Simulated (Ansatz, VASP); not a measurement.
**Na15In11O24 in two plane-wave programs**

Aim: how closely do two programs agree when they are given the same cell, functional and k mesh? The structure shown is frame 35 of Ansatz's trajectory.

Main program and level: Ansatz 0.2.0; plane waves, with VASP 6.6.1 beside it; single point at PBEsol.

**1. The starting structure**

The cell holds 100 atoms: 22 In, 30 Na and 48 O. Cell: a = 10.882 Å, b = 10.882 Å, c = 10.882 Å, α = 90.0°, β = 90.0°, γ = 90.0°. As first built, before any earlier steps moved the atoms (in the runner's words): 100 atoms (22 Sc, 30 Na, 48 O) placed at random at 3.37 g/cm^3, melted at 5000 K for 10 ps at fixed volume with the Morse and Coulomb pair potential with partial charges (Pedone, Malavasi, Menziani, Cormack and Segre, J. Phys. Chem. B 110, 11780 (2006)). Quenched from 5000 K to 300 K at 20 K/ps and fixed volume, held 10 ps at zero pressure, then minimised at fixed cell. Then Sc was replaced by In and the cell scaled by 1.021 (the potential has no terms for the new elements, so the cell is a start for a DFT relaxation).

**2. Ansatz: dynamics, PBEsol**

Ansatz runs on its default PAW (the set named soft_2) files.

One frame of this run of dynamics is then solved in both programs, so the motion causes no difference.

Contents of input.yaml:

```yaml
crystal:
  lattice:
    - [10.88246, 0.0, 0.0]
    - [0.0, 10.88246, 0.0]
    - [0.0, 0.0, 10.88246]
  atoms:
    - { symbol: In, position: [0.30132, 0.31981, 0.08557] }
    - { symbol: In, position: [0.67138, 0.47242, 0.596] }
    - { symbol: In, position: [0.90629, 0.76488, 0.31855] }
    - { symbol: In, position: [0.37738, 0.3916, 0.79274] }
    - { symbol: In, position: [0.84847, 0.04694, 0.2223] }
    - { symbol: In, position: [0.00197, 0.26226, 0.52619] }
    - { symbol: In, position: [0.35397, 0.04402, 0.20426] }
    - { symbol: In, position: [0.21919, 0.52318, 0.29515] }
    - { symbol: In, position: [0.10422, 0.03854, 0.06101] }
    - { symbol: In, position: [0.40185, 0.76711, 0.32155] }
    - { symbol: In, position: [0.54004, 0.28653, 0.26575] }
    - { symbol: In, position: [0.1232, 0.72457, 0.49854] }
    - { symbol: In, position: [0.66482, 0.80154, 0.15764] }
    - { symbol: In, position: [0.72364, 0.52181, 0.28735] }
    - { symbol: In, position: [0.89102, 0.40461, 0.76832] }
    - { symbol: In, position: [0.7989, 0.04893, 0.88903] }
    - { symbol: In, position: [0.38676, 0.71696, 0.62645] }
    - { symbol: In, position: [0.5874, 0.00314, 0.37793] }
    - { symbol: In, position: [0.03237, 0.2855, 0.23927] }
    - { symbol: In, position: [0.18811, 0.17975, 0.73704] }
    - { symbol: In, position: [0.48438, 0.55424, 0.12811] }
    - { symbol: In, position: [0.24755, 0.89776, 0.8266] }
    - { symbol: Na, position: [0.60443, 0.29699, 0.93362] }
    - { symbol: Na, position: [0.64937, 0.7535, 0.47069] }
    - { symbol: Na, position: [0.18325, 0.46195, 0.59894] }
    - { symbol: Na, position: [0.93369, 0.80427, 0.00564] }
    - { symbol: Na, position: [0.97676, 0.54914, 0.13003] }
    - { symbol: Na, position: [0.95278, 0.50135, 0.44543] }
    - { symbol: Na, position: [0.94146, 0.69235, 0.80126] }
    - { symbol: Na, position: [0.526, 0.97452, 0.68802] }
[... 64 atom lines left out ...]
    - { symbol: O, position: [0.61844, 0.40292, 0.41396] }
    - { symbol: O, position: [0.56707, 0.66069, 0.27279] }
    - { symbol: O, position: [0.09498, 0.04642, 0.86661] }
    - { symbol: O, position: [0.44693, 0.19675, 0.10861] }
    - { symbol: O, position: [0.80042, 0.63084, 0.4244] }
    - { symbol: O, position: [0.62849, 0.42457, 0.14499] }
kpoints:
  mp_grid: { grid: [1, 1, 1] }
hamiltonian:
  xc: pbesol
scf:
  occupations: { method: fermi_dirac, width: 0.05 }
output:
  forces: true
  stress: true
md:
  timestep: 1.0
  n_steps: 104
  ensemble: nve
  temperature: 400
  initial_velocities: maxwell_boltzmann
  seed: 9800
```

Command:

```console
$ ansatz run input.yaml --threads 4 --pin off --max-ram 8192MiB --backend cpu --events-out ev --progress --plain --runs-dir out
```

Numbers of over 12 decimals in the logs are rounded to 6 here.

The log of the run:

```text
Warning: md: disabling space-group detection — thermal motion breaks the input geometry's symmetry, so no spatial operation reduces the k-mesh or symmetrises the density; time reversal is kept, so that k and −k are solved as one point where they differ and the mesh holds both, and exact exchange and, on two spinor components, a DFT+U term hold to it where the run has them: on two components no moment then forms, and  [...]
Warning: output.stress: scf.convergence.dr2_threshold = 1e-7 eV (the SCF's general default) is looser than the 1e-8 eV advised for a printed stress (1e-10 eV for each atom of the cell: 100). What an SCF threshold leaves in a stress goes as its square root, and in the free energy as the threshold itself, and one threshold admits the most on a small cell: [figures from the program's tests cut] Set scf.convergence.dr2_threshold to 1e-8 eV or tighter. The threshold is an SCF's pass mark: one that does not reach it within its budget of iterations ends unconverged, or closes short of it on a stop that the run arms, and scf.convergence.dr2_threshold's page says what that costs each kind of run
Engine: ansatz 0.2.0, x86_64-unknown-linux-gnu
Pseudopotentials: kind: paw
Pseudopotential: In, paw, valence charge 13, recommended cutoff 420 eV (normal), In.paw.azcp
Pseudopotential: Na, paw, valence charge 9, recommended cutoff 420 eV (normal), Na.paw.azcp
Pseudopotential: O, paw, valence charge 6, recommended cutoff 420 eV (normal), O.paw.azcp
Functional definition: PBEsol
  exchange = pbesol_x
  correlation = pbesol_c
Crystal: 100 atoms, lattice volume = 1288.787 Å³
Basis set: ecut = 420 eV, 25269 PW (Γ), exchange–correlation on 150×150×150 points (8 copies of the dense FFT grid, shifted against one another)
Bands: 522, of which v1, the nominal top of the filled ones, is band 422 counted from 1 (421 counted from 0)
Symmetry: 1 space group operations
k-points: 1
Non-local potential: In, projectors of the file, l = 0: 2, l = 1: 2, l = 2: 2, l = 3: 2
Non-local potential: Na, projectors of the file, l = 0: 3, l = 1: 2, l = 2: 1
Non-local potential: O, projectors of the file, l = 0: 2, l = 1: 2, l = 2: 1
PAW form: soft (Blöchl's): semilocal exchange-correlation on the pseudo side does not see the compensation charge
PAW frozen core: In, regenerated for the run's functional, and the local potential with it (the file was generated under x = pbe(κ = 0.804, μ = 0.219515), c = pbe(β = 0.066725))
PAW frozen core: Na, regenerated for the run's functional, and the local potential with it (the file was generated under x = pbe(κ = 0.804, μ = 0.219515), c = pbe(β = 0.066725))
PAW frozen core: O, regenerated for the run's functional, and the local potential with it (the file was generated under x = pbe(κ = 0.804, μ = 0.219515), c = pbe(β = 0.066725))
PAW one-centre angular grid: In, 590 points (default); XC on 64 Gauss nodes
PAW one-centre angular grid: Na, 110 points (default); XC on 64 Gauss nodes
PAW one-centre angular grid: O, 110 points (default); XC on 64 Gauss nodes
Initial density: superposition of atomic densities (neutral atoms: chi_scale 0, normalization atom), corrected by the library's trained network
Initial wavefunctions: pseudopotential atomic-orbital guess
Functional: x = pbesol(κ = 0.804, μ = 0.123457), c = pbesol(β = 0.046)
SCF iter   1: F=—  HF=-192778.949980 eV  |F-HF|=—  |Δ(HF+E_count)|=         —  Δρ=1.42e-2  dr2=2.22e0  ethr=1.77e-3  ⟨swp⟩=6.0  Hψ=2101  notcnv=0  defer=25
preconditioner: auto → Resta (q_TF=auto, 2.542 Å⁻¹)  ε∞=3.4  [insulator: Δε(μ)=0.807 eV  Ē_g=18.553 eV  σ=0.050 eV  W_gap=1.00  n_scr=364 (ndim 8)  ℏωp=29.0 eV  f_vac=0.057  D(μ)=0.03/eV (n_scr^D=0)  ε∞_Penn≈3.4]
SCF iter   2: F=—  HF=-192778.360018 eV  |F-HF|=—  |Δ(HF+E_count)|=   5.90e-1  Δρ=3.54e-3  dr2=9.73e-2  ethr=2.63e-4  ⟨swp⟩=3.0  Hψ=904  notcnv=0  defer=92
SCF iter   3: F=—  HF=-192778.335621 eV  |F-HF|=—  |Δ(HF+E_count)|=   2.44e-2  Δρ=1.10e-3  dr2=1.57e-2  ethr=1.15e-5  ⟨swp⟩=2.0  Hψ=733  notcnv=0  defer=92
SCF iter   4: F=—  HF=-192778.333996 eV  |F-HF|=—  |Δ(HF+E_count)|=   1.62e-3  Δρ=6.05e-4  dr2=4.40e-3  ethr=1.86e-6  ⟨swp⟩=2.0  Hψ=706  notcnv=0  defer=92
[...]
md step   102: t =   102.00 fs  T =   304.6 K  F+E_penalty+E_count = -192777.10937924 eV  E_kin = 3.898370 eV  conserved = -192773.21100892 eV  P_inst = 1.3088 GPa  (3 SCF iters)
[...]
md step   103: t =   103.00 fs  T =   303.9 K  F+E_penalty+E_count = -192777.09959870 eV  E_kin = 3.888551 eV  conserved = -192773.21104749 eV  P_inst = 1.3378 GPa  (3 SCF iters)
[...]
md step   104: t =   104.00 fs  T =   303.4 K  F+E_penalty+E_count = -192777.09419691 eV  E_kin = 3.883102 eV  conserved = -192773.21109467 eV  P_inst = 1.3757 GPa  (8 SCF iters)
SCF converged after 8 iterations
Free energy (F): -192777.094197 eV
Harris-Foulkes:  -192777.094197 eV  (|F-HF|=1.60e-8)
Internal energy: -192777.093385 eV  (E = F + TS)
E sigma→0 (E₀):  -192777.093791 eV
Entropy (-TS):   -0.000812 eV (-0.008 meV/atom)
Fermi energy:    7.458128 eV
--- Per-component energies (eV) ---
  E_band       = -5919.424252
  E_kinetic    = 17418.691889
  E_local      = -73999.141453  (includes V_loc(G=0)·N_el)
  E_nonlocal   = 13991.159517
  E_hartree    = 27267.825793
  E_xc         = -9343.849196
  E_vxc        = -8181.272298  (∫ρ·V_xc dr)
  E_paw        = -104859.648223  (= ΣΔE_a)
  E_vpaw       = -9684.624091  (= ΣTr[D̂ρ^β])
  E_aug_tail   = 0.114814  (compensation charges beyond the density's cutoff)
  E_ewald      = -63260.771012
  E_core_change = 8.524488  (= ΣΔE_core)
  E_smearing   = -0.000812  (= −TS)
  E_closure    = -0.000000  (closes the sum)
  Σ components = -192777.094197   (vs F -192777.094197, Δ=0.00e0)
--- Forces (eV/Å), atoms counted from 1 ---
  atom   1  In    -0.55963981     0.78242603    -0.73150070
  atom   2  In    -0.37296751     0.01946658     0.95316613
  atom   3  In     0.46098315    -0.42933847    -0.74501282
  atom   4  In     0.60062189     0.39601234    -0.67380778
  atom   5  In    -0.61897423     0.57666667    -0.41770816
  atom   6  In    -0.58586941     0.17297877    -0.24303902
  atom   7  In    -0.23340948     0.04238579     0.63187469
  atom   8  In    -1.37448015    -0.52678649     0.02811595
  atom   9  In    -0.05726445     0.54001990    -0.27655852
  atom  10  In     0.22689970     0.81517149     1.37494479
  atom  11  In     0.24177309    -0.54462032    -0.42978637
  atom  12  In    -0.09698086     0.40100885     0.76779562
  atom  13  In     0.51441481    -0.22290196    -0.51658570
  atom  14  In    -0.18323785    -0.10602238    -0.67968441
  atom  15  In     0.28920509     0.66841179     0.35832178
  atom  16  In    -0.53069782     0.16794898     0.28242829
  atom  17  In    -0.26851075     0.72290946     0.64472092
  atom  18  In    -0.43952710     0.22866681    -0.34988116
  atom  19  In     0.99457072     0.47441471    -0.56080202
  atom  20  In    -0.53791553    -0.08400012     0.43060833
  atom  21  In     0.29663633    -0.44971640    -0.62647147
  atom  22  In    -0.25686044    -0.08047086    -0.69260753
  atom  23  Na    -0.19760822    -0.11609564     0.14287053
  atom  24  Na     0.13855276     0.59861757     0.04849626
[...]
atom  93  O      0.47991823     0.42206386    -0.00603788
  atom  94  O     -0.88190132     0.63633314    -0.10658211
  atom  95  O      0.06105024    -0.05957126    -0.91618398
  atom  96  O     -0.50175651    -0.06309124    -0.34916953
  atom  97  O     -0.35962429    -0.50938497     0.26253921
  atom  98  O     -0.37207040     0.62565143     1.14639372
  atom  99  O      0.07065563     0.11175440     1.22507329
  atom 100  O     -0.30165882     1.02469381     0.68953612
  max |Σ_I F_I| component: 3.18e-5 eV/Å
--- Stress (GPa, compression-positive) ---
        3.488804      -1.938677       5.550688
       -1.938677       0.829550      -1.251542
        5.550688      -1.251542      -1.166561
  P = ⅓ Tr σ = 1.0506 GPa (10.506 kbar)
--- MD trajectory: 104 steps, t = 0.0 → 104.0 fs ---
  final state: T = 303.4 K   F+E_penalty+E_count = -192777.09419691 eV   E_kin = 3.883102 eV
  conserved energy: peak-to-peak 2.023e-3 eV (2.023e-5 eV/atom) over 104.0 fs
```

Reading the cycles: dr2 is the Hartree energy of the density residual (eV), the measure of convergence; HF is the Harris–Foulkes estimate of the energy, which meets the free energy F at convergence.

**3. VASP: single point, PBEsol**

The same cell, functional, mesh and smearing now go to VASP, with its own data sets.

Lines of VASP's logs that name or quote its potential files are left out, and so is its time.

Contents of INCAR:

```
SYSTEM = Na15In11O24
PREC = Accurate
ENCUT = 520
EDIFF = 1E-06
NELM = 120
ISMEAR = -1
SIGMA = 0.05
LREAL = Auto
ALGO = Normal
GGA = PS
NBANDS = 464
LORBIT = 11
LWAVE = .FALSE.
LCHARG = .FALSE.
ISIF = 2
LASPH = .TRUE.
GGA_COMPAT = .FALSE.
EFERMI = MIDGAP
NCORE = 2
```

Contents of POSCAR:

```
Na15In11O24
1.0
   10.8824600000      0.0000000000      0.0000000000
    0.0000000000     10.8824600000      0.0000000000
    0.0000000000      0.0000000000     10.8824600000
In Na O
22 30 48
Direct
    0.2975062624      0.3215357557      0.0911191036
    0.6675053251      0.4678721539      0.5932206505
    0.9094267289      0.7642573462      0.3169871518
    0.3713682384      0.3924755983      0.7953992020
    0.8437614289      0.0446406419      0.2188659549
    0.0105215181      0.2603639251      0.5270775174
    0.3545981331      0.0452746897      0.2070947194
    0.2206578292      0.5268202226      0.2928106329
    0.1024952079      0.0364623440      0.0606664302
    0.4041733211      0.7710572793      0.3239249214
    0.5411276494      0.2817929034      0.2728610994
    0.1211215111      0.7257366441      0.4976448340
    0.6631772596      0.8010596869      0.1501406851
    0.7253047565      0.5168868068      0.2981770666
    0.8881172088      0.4108354177      0.7599568480
    0.8009861741      0.0485827653      0.8958176736
    0.3854275596      0.7145351327      0.6235906220
    0.5879001623      0.0038134760      0.3786368156
    0.0322904931      0.2969273491      0.2408095228
    0.1954888876      0.1700902186      0.7325457663
    0.4896319398      0.5516124112      0.1286198157
    0.2486753914      0.8983814321      0.8360425860
    0.6089891440      0.3006397451      0.9105661771
    0.6395888430      0.7418543234      0.4535187816
    0.1835981938      0.4569187482      0.6136847735
    0.9312140821      0.8133179447      0.0156674134
    0.9660499556      0.5539004968      0.1474482792
    0.9443728716      0.4934178485      0.4421794337
    0.9463852842      0.6892375437      0.7950316381
    0.5145343976      0.9681542592      0.6825019343
[... 64 atom lines left out ...]
    0.6183252684      0.3903712947      0.4190596611
    0.5707165475      0.6696096287      0.2709497669
    0.0722079383      0.0300115966      0.8692795563
    0.4486393701      0.1923462158      0.1018244037
    0.7944343466      0.6153847568      0.4375297497
    0.6424282745      0.4248212261      0.1304116900
```

Contents of KPOINTS:

```
Automatic mesh
0
Gamma
1 1 1
0 0 0
```

Potentials, in the order of the species: In_d, Na_pv and O (PBE family, release 64).

Command:

```console
$ mpirun -np 8 vasp_gam
```

The log of the run:

```text
[banner, memory and clock lines left out]
running    8 mpi-ranks, on    1 nodes
[...]
|                                                                             |
|               ----> ADVICE to this user running VASP <----                  |
|                                                                             |
|     You enforced a specific xc type in the INCAR file but a different       |
|     [... a line on the potential file left out ...]
|     I HOPE YOU KNOW WHAT YOU ARE DOING!                                     |
|                                                                             |

 LDA part: xc-table for (Slater+PW92), standard interpolation
 POSCAR, INCAR and KPOINTS ok, starting setup
[...]
entering main loop
       N       E                     dE             d eps       ncg     rms          rms(c)
DAV:   1     0.179326018225E+05    0.17933E+05   -0.35392E+05   928   0.268E+03
DAV:   2     0.458842889515E+04   -0.13344E+05   -0.12910E+05   928   0.839E+02
DAV:   3     0.303479908597E+03   -0.42849E+04   -0.40174E+04   936   0.373E+02
DAV:   4    -0.544791474108E+03   -0.84827E+03   -0.82283E+03  1232   0.157E+02
[...]
DAV:  18    -0.501258556222E+03   -0.59656E-06   -0.35347E-05  1352   0.222E-02    0.122E-02
DAV:  19    -0.501258557338E+03   -0.11160E-05   -0.18981E-05  1128   0.120E-02    0.842E-03
DAV:  20    -0.501258556448E+03    0.88988E-06   -0.21966E-06   760   0.118E-02
   1 F= -.50125856E+03 E0= -.50125672E+03  d E =-.367405E-02
```

OUTCAR, selected parts (step 3):

```text
  FREE ENERGIE OF THE ION-ELECTRON SYSTEM (eV)
  ---------------------------------------------------
  free  energy   TOTEN  =      -501.2585564484 eV

  energy  without entropy=     -501.2548823943  energy(sigma->0) =     -501.25671942

[... 1 further part left out ...]
```

The run ends at a pressure of 0.42 GPa, with forces up to 1.8 eV/Å.

**4. Side by side**

Known differences besides the potentials themselves: the data sets hold 844 valence electrons in Ansatz (on its default PAW (the set named soft_2) files) and 784 in VASP; the cutoff is 420 eV in Ansatz and 520 eV in VASP (PREC = Accurate, projectors in real space); Ansatz makes its cores anew for this functional, VASP keeps those of its PBE data sets. Total energies have different zeros and are not compared.

Forces on 10 of the 100 atoms, those with the largest forces and the largest differences (eV/Å; atoms numbered as in POSCAR):

| atom | Ansatz x, y, z | VASP x, y, z |
| --- | --- | --- |
| In2 | 0.493, 1.239, 1.274 | 0.504, 1.237, 1.260 |
| In4 | -0.226, -0.717, -1.433 | -0.218, -0.739, -1.444 |
| In5 | 1.413, 0.006, 0.157 | 1.428, 0.009, 0.183 |
| In14 | -0.402, -0.652, -1.549 | -0.420, -0.654, -1.582 |
| In16 | 0.052, -0.234, -1.744 | 0.088, -0.232, -1.760 |
| O55 | -0.168, 0.137, -0.451 | -0.206, 0.092, -0.440 |
| O64 | -0.337, 0.069, -0.201 | -0.322, 0.096, -0.155 |
| O77 | 0.236, -1.306, 0.974 | 0.214, -1.327, 0.974 |
| O80 | 0.230, 0.393, 1.421 | 0.219, 0.394, 1.411 |
| O87 | 0.286, -0.283, 0.412 | 0.297, -0.276, 0.464 |

The forces differ by 16 meV/Å r.m.s., which is 3.2 % of the r.m.s. force of 0.515 eV/Å (both taken over all components).

**5. What came out**

| Property | Result |
| --- | --- |
| r.m.s. force difference (single point, PBEsol) | 3.2 % of the r.m.s. force |

What this shows: The r.m.s. force difference is 3.2 % of the r.m.s. force (single point, PBEsol), beyond the 3 % picked in this series as the mark of a large difference. The data sets hold unlike numbers of valence electrons (844 in Ansatz and 784 in VASP), so part of the differences comes from the potentials. What causes the difference of the single point, PBEsol pair stays open here. 2 further runs of this series are not shown here. How closely two codes agree says nothing of how well the functional describes the real material.

[Lines on the potential files, build, host, timing and source positions are cut from VASP's logs without a mark.]

[Logs are printed without paths, hosts, clocks, repeated set-up lines and the standing remarks that a program may print on its own settings, such as how far it seeks lower states.]

[Hosts, paths, dates, database ids (printed as entryN), source tags and the programs' standing remarks are cut or masked in the printed files.]
